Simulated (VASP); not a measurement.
Input:

```xyz
3
Lattice="2.1380 -3.7031 0.0000 2.1380 3.7031 0.0000 0.0000 0.0000 5.9373" Properties=species:S:1:pos:R:3 pbc="T T T"
Te     2.7520    -2.6395     3.9582
Te     3.0479     0.0000     0.0000
Te     2.7520     2.6395     1.9791
```

All values below come from LDA (Ceperley-Alder, Perdew-Zunger), VASP's LDA PAW potentials (set 64) (plane waves; VASP). Settings: 520 eV cut-off, 11×11×7 Γ-centred mesh, tetrahedra with Blöchl corrections, potentials Te.

Predict the energy per atom (σ→0).

The energy per atom (σ→0) is -3.805 eV/atom.

Only differences to runs with the same potentials and settings are physical.

The compound is Te in the trig structure. It was relaxed first, which changed the volume by -8 %.
